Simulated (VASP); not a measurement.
Output of a VASP run:

### OSZICAR
```
       N       E                     dE             d eps       ncg     rms          rms(c)
DAV:   1     0.573816741926E+02    0.57382E+02   -0.98528E+03  1344   0.150E+03
DAV:   2    -0.385816841693E+02   -0.95963E+02   -0.89391E+02  1952   0.282E+02
DAV:   3    -0.411919497477E+02   -0.26103E+01   -0.25980E+01  1784   0.462E+01
DAV:   4    -0.412049612124E+02   -0.13011E-01   -0.13006E-01  1692   0.351E+00
DAV:   5    -0.412050908027E+02   -0.12959E-03   -0.12957E-03  1752   0.326E-01    0.957E+00
DAV:   6    -0.390614096151E+02    0.21437E+01   -0.53017E+00  1596   0.191E+01    0.449E+00
DAV:   7    -0.388114713604E+02    0.24994E+00   -0.27267E-01  1600   0.476E+00    0.258E+00
DAV:   8    -0.387449271564E+02    0.66544E-01   -0.99831E-02  1532   0.276E+00    0.225E-01
DAV:   9    -0.387440853589E+02    0.84180E-03   -0.23711E-03  1748   0.478E-01    0.128E-01
DAV:  10    -0.387440442293E+02    0.41130E-04   -0.13712E-04  1616   0.124E-01    0.197E-02
DAV:  11    -0.387440414942E+02    0.27351E-05   -0.23842E-05  1688   0.405E-02    0.109E-02
DAV:  12    -0.387440413824E+02    0.11182E-06   -0.19085E-06  1076   0.138E-02
   1 F= -.35933349E+02 E0= -.35933349E+02  d E =-.359333E+02
       N       E                     dE             d eps       ncg     rms          rms(c)
DAV:   1    -0.386745189811E+02    0.69523E-01   -0.24412E+00  1528   0.181E+01    0.205E+00
DAV:   2    -0.385974838132E+02    0.77035E-01   -0.19768E-01  1652   0.441E+00    0.648E-01
DAV:   3    -0.385919290374E+02    0.55548E-02   -0.17863E-02  1588   0.120E+00    0.209E-01
DAV:   4    -0.385909128317E+02    0.10162E-02   -0.90359E-04  1572   0.294E-01    0.102E-01
DAV:   5    -0.385907317390E+02    0.18109E-03   -0.23280E-04  1584   0.137E-01    0.475E-02
DAV:   6    -0.385907270548E+02    0.46842E-05   -0.14364E-05  1712   0.387E-02    0.404E-03
DAV:   7    -0.385907270208E+02    0.33952E-07   -0.17494E-07   956   0.446E-03
   2 F= -.35920488E+02 E0= -.35920488E+02  d E =0.128611E-01
       N       E                     dE             d eps       ncg     rms          rms(c)
DAV:   1    -0.387265821674E+02   -0.13586E+00   -0.78942E-01  1524   0.101E+01    0.117E+00
DAV:   2    -0.387010342568E+02    0.25548E-01   -0.68419E-02  1660   0.257E+00    0.357E-01
DAV:   3    -0.386993427491E+02    0.16915E-02   -0.53727E-03  1592   0.658E-01    0.116E-01
DAV:   4    -0.386989892367E+02    0.35351E-03   -0.30582E-04  1572   0.168E-01    0.531E-02
DAV:   5    -0.386989347193E+02    0.54517E-04   -0.72836E-05  1604   0.753E-02    0.257E-02
DAV:   6    -0.386989332839E+02    0.14354E-05   -0.39697E-06  1640   0.208E-02    0.228E-03
DAV:   7    -0.386989332433E+02    0.40540E-07   -0.10395E-07   840   0.302E-03
   3 F= -.35948854E+02 E0= -.35948854E+02  d E =-.155054E-01
```

**OUTCAR**
```
------------------------ aborting loop because EDIFF is reached ----------------------------------------
  FORCE on cell =-STRESS in cart. coord.  units (eV):
  Direction    XX          YY          ZZ          XY          YZ          ZX
  --------------------------------------------------------------------------------------
  Total        2.7290792      2.7290797      2.7612203      0.0000000      0.0000000      0.0000000
  in kB      198.4727894    198.4728291    200.8102609      0.0000000      0.0000000      0.0000000
  external PRESSURE =      -0.7480402 kB  Pullay stress =     200.0000000 kB
  volume of cell :       22.03
      direct lattice vectors                 reciprocal lattice vectors
     1.243209419 -2.153302093  0.000000000     0.402184855 -0.232201511  0.000000000
     1.243209419  2.153302093  0.000000000     0.402184855  0.232201511 -0.000000000
     0.000000000  0.000000000  4.114778817    -0.000000000 -0.000000000  0.243026428
  FREE ENERGIE OF THE ION-ELECTRON SYSTEM (eV)
  ---------------------------------------------------
  free  energy   TOTEN  =       -38.6989332433 eV

  energy  without entropy=      -38.6989332433  energy(sigma->0) =      -38.69893324
  enthalpy is  TOTEN    =       -35.9488543122 eV   P V=        2.7500789311

 reached required accuracy - stopping structural energy minimisation
```
(Selected blocks of OUTCAR.)

POSCAR:
```
BN
1
    1.2523169742    -2.1690768400     0.0000000000
    1.2523169742     2.1690768400     0.0000000000
    0.0000000000     0.0000000000     4.1445245156
B N
2 2
Direct
  0.6666670000   0.3333330000   0.5003535265
  0.3333330000   0.6666670000   0.0003535265
  0.6666670000   0.3333330000   0.8746464735
  0.3333330000   0.6666670000   0.3746464735
```

### Question
Write an INCAR and KPOINTS that could have produced this output.

### Answer
One answer among several that fit: the input of the run itself, LDA (Ceperley-Alder, Perdew-Zunger), plane waves, VASP's LDA PAW potentials (set 64).

File KPOINTS:
```
Automatic mesh
0
Gamma
10 10 6
0 0 0
```

**INCAR**
```
SYSTEM=BN
PREC=Accurate; ENCUT=620; LREAL=.False.
LASPH=.True.
EDIFF=1E-6; NELM=100; ALGO=Normal
ISMEAR=0; SIGMA=0.05
IBRION=2; NSW=40; ISIF=3
EDIFFG=-0.02; PSTRESS=200
LWAVE=.False.; LCHARG=.False.
```

POTCAR, in this order: B N (LDA.64 set). Program: vasp_std.

Energy and stress use the plane-wave basis of the starting cell.

The compound is BN in the wurtzite structure, a metastable high-pressure form. This run relaxes it under an external pressure of 20 GPa. Symmetry was kept, so distortions that lower it aren't found.
